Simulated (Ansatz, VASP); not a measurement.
# Cross-check of W9O (W(110)) between VASP and Ansatz

Aim: how closely do two programs agree when they are given the same cell, functional and k mesh? Valence electrons are named where the data sets of a main pair hold unlike numbers.

Calculated with Ansatz 0.2.0; plane waves, with VASP 6.6.1 beside it; single point at PBE.

## Step 1: Set-up

The cell holds 30 atoms: 27 W and 3 O. Cell: a = 9.516 Å, b = 8.241 Å, c = 19.486 Å, α = 90.0°, β = 90.0°, γ = 54.7°. It derives from W. As first built, before any earlier steps moved the atoms (in the runner's words): 3 O over hollow sites of a 3 x 3 cell of W(110). Vacuum lies along c.

## Step 2: Ansatz: single point, PBE

Ansatz runs on its default PAW (the set named soft_2) files.

A single point gives forces, pressure and levels at one fixed geometry, so differences don't come from the geometry; what else differs is listed under the comparison.

Contents of input.yaml:

```yaml
crystal:
  lattice:
    - [9.5161750452, 0.0, 0.0]
    - [4.7580875226, 6.7289519054, 0.0]
    - [0.0, 0.0, 19.4859679369]
  atoms:
    - { symbol: W, position: [0.0, 0.0, 0.38489235] }
    - { symbol: W, position: [0.33333333, 0.0, 0.38489235] }
    - { symbol: W, position: [0.66666667, 0.0, 0.38489235] }
    - { symbol: W, position: [0.0, 0.33333333, 0.38489235] }
    - { symbol: W, position: [0.33333333, 0.33333333, 0.38489235] }
    - { symbol: W, position: [0.66666667, 0.33333333, 0.38489235] }
    - { symbol: W, position: [0.0, 0.66666667, 0.38489235] }
    - { symbol: W, position: [0.33333333, 0.66666667, 0.38489235] }
    - { symbol: W, position: [0.66666667, 0.66666667, 0.38489235] }
    - { symbol: W, position: [0.8344784516, 0.3285956996, 0.4967623468] }
    - { symbol: W, position: [0.1702591788, 0.3285956996, 0.4967623468] }
    - { symbol: W, position: [0.5014394949, 0.3304543401, 0.4970546539] }
    - { symbol: W, position: [0.8347728249, 0.6637876801, 0.4970546539] }
    - { symbol: W, position: [0.1678117916, 0.6619290396, 0.4967623468] }
    - { symbol: W, position: [0.5035925088, 0.6619290396, 0.4967623468] }
    - { symbol: W, position: [0.8369258388, 0.9952623696, 0.4967623468] }
    - { symbol: W, position: [0.1681061649, 0.9971210101, 0.4970546539] }
    - { symbol: W, position: [0.5011451216, 0.9952623696, 0.4967623468] }
    - { symbol: W, position: [0.0062673702, 0.9901996794, 0.6108497512] }
    - { symbol: W, position: [0.3368662804, 0.9901996794, 0.6108497512] }
    - { symbol: W, position: [0.6709761547, 0.9913810307, 0.606937398] }
    - { symbol: W, position: [0.0043094847, 0.3247143607, 0.606937398] }
    - { symbol: W, position: [0.3396007002, 0.3235330094, 0.6108497512] }
    - { symbol: W, position: [0.6701996204, 0.3235330094, 0.6108497512] }
    - { symbol: W, position: [0.0035329504, 0.6568663494, 0.6108497512] }
    - { symbol: W, position: [0.3376428147, 0.6580477007, 0.606937398] }
    - { symbol: W, position: [0.6729340402, 0.6568663494, 0.6108497512] }
    - { symbol: O, position: [0.1222230958, 0.0888871384, 0.672355126] }
    - { symbol: O, position: [0.4555564258, 0.4222204784, 0.672355126] }
    - { symbol: O, position: [0.7888897658, 0.7555538084, 0.672355126] }
hamiltonian:
  xc: pbe
  pseudopotentials: { kind: paw }
kpoints:
  mp_grid: { grid: [4, 4, 1] }
scf:
  occupations: { method: methfessel_paxton, width: 0.15 }
  n_extra_bands: 11
efield:
  axis: 3
  dipole_correction: true
  ramp_width: 0.04
output:
  forces: true
  eigenvalues: true
  write_density: true
  write_potential: true
  elf: true
  volumetric_format: npy
```

Run with:

```
$ ansatz run input.yaml --threads 8 --pin off --max-ram 18432MiB --backend cpu --events-out ev --progress --plain --runs-dir out
```

Numbers of over 12 decimals in the logs are rounded to 6 here.

Output:

```text
scf.n_extra_bands = 11 over 198 filled bands (N_el = 396.0): the run solves 209 bands
Engine: ansatz 0.2.0, aarch64-unknown-linux-gnu
Pseudopotentials: kind: paw
Pseudopotential: W, paw, valence charge 14, recommended cutoff 420 eV (normal), W.paw.azcp
Pseudopotential: O, paw, valence charge 6, recommended cutoff 420 eV (normal), O.paw.azcp
Functional definition: PBE
  parameter kappa = 0.804
  parameter beta = 0.066725
  exchange = pbe_x(kappa = kappa, mu = beta*pi^2/3)
  correlation = pbe_c(beta = beta)
Crystal: 30 atoms, lattice volume = 1247.762 Å³
Basis set: ecut = 420 eV, 24409 PW (Γ), exchange–correlation on 128×120×270 points (8 copies of the dense FFT grid, shifted against one another)
Bands: 209, of which v1, the nominal top of the filled ones, is band 198 counted from 1 (197 counted from 0)
Symmetry: 6 space group operations
Space group: Cm (ITA 8), of the structure as read, at distance tolerance 1.1e-4 Å
k-points: 7 of 16 (time reversal used)
Non-local potential: W, projectors of the file, l = 0: 3, l = 1: 2, l = 2: 2, l = 3: 1
Non-local potential: O, projectors of the file, l = 0: 2, l = 1: 2, l = 2: 1
PAW form: soft (Blöchl's): semilocal exchange-correlation on the pseudo side does not see the compensation charge
PAW one-centre angular grid: W, 590 points (default); XC on 64 Gauss nodes
PAW one-centre angular grid: O, 110 points (default); XC on 64 Gauss nodes
Initial density: superposition of atomic densities (neutral atoms: chi_scale 0, normalization atom), corrected by the library's trained network
Initial wavefunctions: pseudopotential atomic-orbital guess
Functional: x = pbe(κ = 0.804, μ = 0.219515), c = pbe(β = 0.066725)
SCF iter   1: F=—  HF=-282070.816746 eV  |F-HF|=—  |Δ(HF+E_count)|=         —  Δρ=8.43e-3  dr2=6.29e0  ethr=1.77e-3  p=-0.055 e·Å  D=-8.03e-3 V/Å  ΔV_dip=0.16 eV  dr2_dipole=9.26e-1  V_vac-E_F(+/−)=5.18/5.02 eV  ⟨swp⟩=9.7  Hψ=7831  notcnv=0
efield: sawtooth ramp at fractional position 0.0086 (placed from the atoms, in the widest stretch of the axis that holds none; the zero of the levels goes with the place), width 0.0400; the density the first Hamiltonian is built on has a dipole p = -0.055 e·Å; the dipole correction subtracts the counter field D = -8.03e-3 V/Å, which shifts the + side's vacuum level by +0.16 eV against the − side's; the planar-averaged density in the ramp window peaks in size at 2.9e-5 e/Å³
preconditioner: auto → LDOS  [metal: Δε(μ)=0.047 eV  Ē_g=4.353 eV  σ=0.150 eV  W_gap=0.26  n_scr=234 (ndim 8)  ℏωp=14.1 eV  f_vac=0.557  D(μ)=19.50/eV (n_scr^D=110)  β→1.0]
SCF iter   2: F=—  HF=-282070.734535 eV  |F-HF|=—  |Δ(HF+E_count)|=   8.22e-2  S|Δr|=    0.00e0  Δρ=6.80e-3  dr2=3.39e0  ethr=1.59e-3  p=-0.061 e·Å  D=-8.83e-3 V/Å  ΔV_dip=0.17 eV  dr2_dipole=1.06e-1  V_vac-E_F(+/−)=4.99/4.82 eV  ⟨swp⟩=2.9  Hψ=2302  notcnv=0  defer=1
SCF iter   3: F=—  HF=-282070.474368 eV  |F-HF|=—  |Δ(HF+E_count)|=   2.60e-1  S|Δr|=    0.00e0  Δρ=7.52e-4  dr2=3.09e-2  ethr=8.55e-4  p=-0.044 e·Å  D=-6.34e-3 V/Å  ΔV_dip=0.12 eV  dr2_dipole=3.49e-3  V_vac-E_F(+/−)=5.01/4.89 eV  ⟨swp⟩=2.0  Hψ=2025  notcnv=0  defer=1
SCF iter   4: F=—  HF=-282070.477398 eV  |F-HF|=—  |Δ(HF+E_count)|=   3.03e-3  S|Δr|=    0.00e0  Δρ=2.90e-4  dr2=2.84e-3  ethr=7.81e-6  p=-0.035 e·Å  D=-5.10e-3 V/Å  ΔV_dip=0.10 eV  dr2_dipole=1.33e-4  V_vac-E_F(+/−)=4.98/4.88 eV  ⟨swp⟩=2.4  Hψ=2468  notcnv=0  defer=1
SCF iter   5: F=—  HF=-282070.477406 eV  |F-HF|=—  |Δ(HF+E_count)|=   7.31e-6  S|Δr|=    0.00e0  Δρ=1.12e-4  dr2=2.67e-4  ethr=7.16e-7  p=-0.033 e·Å  D=-4.74e-3 V/Å  ΔV_dip=0.09 eV  dr2_dipole=4.56e-7  V_vac-E_F(+/−)=4.97/4.88 eV  ⟨swp⟩=2.3  Hψ=2113  notcnv=0  defer=1
SCF iter   6: F=—  HF=-282070.477458 eV  |F-HF|=—  |Δ(HF+E_count)|=   5.23e-5  S|Δr|=    0.00e0  Δρ=4.20e-5  dr2=4.64e-5  ethr=6.75e-8  p=-0.031 e·Å  D=-4.49e-3 V/Å  ΔV_dip=0.09 eV  dr2_dipole=7.45e-7  V_vac-E_F(+/−)=4.97/4.88 eV  ⟨swp⟩=3.1  Hψ=2889  notcnv=0  defer=1
SCF iter   7: F=—  HF=-282070.478633 eV  |F-HF|=—  |Δ(HF+E_count)|=   1.18e-3  S|Δr|=    0.00e0  Δρ=1.34e-5  dr2=3.74e-6  ethr=1.17e-8  p=-0.031 e·Å  D=-4.44e-3 V/Å  ΔV_dip=0.09 eV  dr2_dipole=1.06e-7  V_vac-E_F(+/−)=4.97/4.88 eV  ⟨swp⟩=2.1  Hψ=2164  notcnv=0  defer=1
SCF iter   8: F=—  HF=-282070.478635 eV  |F-HF|=—  |Δ(HF+E_count)|=   1.64e-6  S|Δr|=    0.00e0  Δρ=4.42e-6  dr2=5.03e-7  ethr=9.44e-10  p=-0.030 e·Å  D=-4.40e-3 V/Å  ΔV_dip=0.09 eV  dr2_dipole=1.27e-8  V_vac-E_F(+/−)=4.97/4.88 eV  ⟨swp⟩=3.4  Hψ=3081  notcnv=0  defer=1
SCF iter   9: F=-282070.478635 eV  HF=-282070.478635 eV  |F-HF|=2.10e-9  |Δ(HF+E_count)|=   4.00e-7  S|Δr|=    0.00e0  Δρ=1.30e-6  dr2=5.20e-8  ethr=2.53e-11  p=-0.030 e·Å  D=-4.39e-3 V/Å  ΔV_dip=0.09 eV  dr2_dipole=3.91e-9  V_vac-E_F(+/−)=4.97/4.88 eV  ⟨swp⟩=17.9  Hψ=14127  notcnv=0
SCF 1 converged in 9 iterations: F = -282070.478635 eV  dr2 = 5.20e-8
  greatest PAW one-centre occupation: 1.000 electrons in one spin orbital (limit 2), on the W atom at site 7 (counted from 0), in its partial waves of l = 0
WARN: The input density's exchange-correlation potential varies sharply where the density is thin. Do not read a vacuum level from v_tot or v_xc, or from such a field of the output density. On a cell that repeats whose density bears no net charge and no dipole along the vacuum's axis use v_es (v_loc + v_h of the components); under efield.dipole_correction with no amplitude use v_es + v_field, which holds any external [...]
SCF converged after 9 iterations
Stability not checked: this state was not tested for a lower state beside it, because cold or Methfessel-Paxton smearing, or corrected tetrahedra, fill the levels in a way that the test cannot read (fill_not_monotonic; see scf.lower_state_search)
Free energy (F): -282070.478635 eV
Harris-Foulkes:  -282070.478635 eV  (|F-HF|=2.10e-9)
Internal energy: -282070.485786 eV  (E = F + TS)
E sigma→0 (E₀):  -282070.480423 eV
Entropy (-TS):   0.007151 eV (0.238 meV/atom)
Fermi energy:    4.846928 eV
Step filling:    the computed levels leave a gap of 0.0029 eV = 0.0 smearing widths at the electron count; against every level under it full and every level over it empty, smearing changes F+E_penalty+E_count by -10.490 meV and its σ→0 estimate by -12.278 meV
Dipole field:    D = -0.004356 V/Å  (p = -0.030038 e·Å, saw-weighted, corrected)
Work function:   Φ+ = 4.9670 eV   Φ− = 4.8822 eV
Levels:          The Fermi level and band energies are counted from a zero that moves with the ramp; work functions are not
--- Per-component energies (eV) ---
  E_band       = -8962.620785
  E_kinetic    = 12627.549890
  E_local      = -327964.322711  (includes V_loc(G=0)·N_el)
  E_nonlocal   = 177.335557
  E_hartree    = 158182.751121
  E_xc         = -7397.082896
  E_vxc        = -6687.828600  (∫ρ·V_xc dr)
  E_paw        = -231661.198940  (= ΣΔE_a)
  E_vpaw       = -3480.002588  (= ΣTr[D̂ρ^β])
  E_aug_tail   = 0.005625  (compensation charges beyond the density's cutoff)
  E_efield     = 0.000065  (sawtooth field / dipole correction)
  E_vefield    = -0.791758  (∫n·V_field dr)
  E_ewald      = 113964.476503
  E_smearing   = 0.007151  (= −TS)
  E_closure    = -0.000000  (closes the sum)
  Σ components = -282070.478635   (vs F -282070.478635, Δ=0.00e0)
--- Forces (eV/Å), atoms counted from 1 ---
  atom   1  W      0.06781568     0.00099095    -0.30546858
  atom   2  W     -0.06781568     0.00099095    -0.30546858
  atom   3  W      0.00000000     0.03781473     0.07042251
  atom   4  W      0.00000000     0.03781473     0.07042251
  atom   5  W      0.06781568     0.00099095    -0.30546858
  atom   6  W     -0.06781568     0.00099095    -0.30546858
  atom   7  W     -0.06781568     0.00099095    -0.30546858
  atom   8  W      0.00000000     0.03781473     0.07042251
  atom   9  W      0.06781568     0.00099095    -0.30546858
  atom  10  W      0.01226675     0.00480464     0.01780229
  atom  11  W     -0.01226675     0.00480464     0.01780229
  atom  12  W     -0.00000000    -0.00582081     0.00785750
  atom  13  W     -0.00000000    -0.00582081     0.00785750
  atom  14  W      0.01226675     0.00480464     0.01780229
  atom  15  W     -0.01226675     0.00480464     0.01780229
  atom  16  W     -0.01226675     0.00480464     0.01780229
  atom  17  W     -0.00000000    -0.00582081     0.00785750
  atom  18  W      0.01226675     0.00480464     0.01780229
  atom  19  W      0.03299265     0.01486922     0.18213904
  atom  20  W     -0.03299265     0.01486922     0.18213904
  atom  21  W      0.00000000    -0.11990728     0.23157092
  atom  22  W      0.00000000    -0.11990728     0.23157092
  atom  23  W      0.03299265     0.01486922     0.18213904
  atom  24  W     -0.03299265     0.01486922     0.18213904
  atom  25  W     -0.03299265     0.01486922     0.18213904
  atom  26  W      0.00000000    -0.11990728     0.23157092
  atom  27  W      0.03299265     0.01486922     0.18213904
  atom  28  O     -0.00000000     0.04659043    -0.09889329
  atom  29  O     -0.00000000     0.04659043    -0.09889329
  atom  30  O     -0.00000000     0.04659043    -0.09889329
  max |Σ_I F_I| component: 2.91e-4 eV/Å
--- Band table (eV; the first three rows and the last of 7) ---
  k-point 0: bands = [... 194 lower, 4.6379, 4.6872, 4.7180, 4.7180, 5.0429, 5.0429, 5.2635, 5.4550, ... 7 higher]
  k-point 1: bands = [... 194 lower, 4.2698, 4.3284, 4.5961, 4.7112, 4.7307, 4.9240, 4.9308, 5.1752, ... 7 higher]
  k-point 2: bands = [... 194 lower, 4.2150, 4.2558, 4.2558, 4.6782, 4.6782, 4.7128, 4.7939, 4.7939, ... 7 higher]
  k-point 6: bands = [... 194 lower, 4.4263, 4.6081, 4.9893, 4.9893, 5.0468, 5.1864, 5.1864, 5.2202, ... 7 higher]
```

The job ended after 54 s (8 threads of Arm Neoverse V1, shared host; peak memory 6.8 GiB).

In the SCF lines HF is the Harris–Foulkes energy and dr2 the Hartree energy of the density residual, in eV; the loop may stop once dr2 is under the threshold and the program's other checks hold. Hψ counts applications of the Hamiltonian.

(Part 1 of 2 ends here.)

[Lines on the potential files, build, host, timing and source positions are cut from VASP's logs without a mark.]

[Logs are printed without paths, hosts, clocks, repeated set-up lines and the standing remarks that a program may print on its own settings, such as how far it seeks lower states.]

[Hosts, paths, dates, database ids (printed as entryN), source tags and the programs' standing remarks are cut or masked in the printed files.]
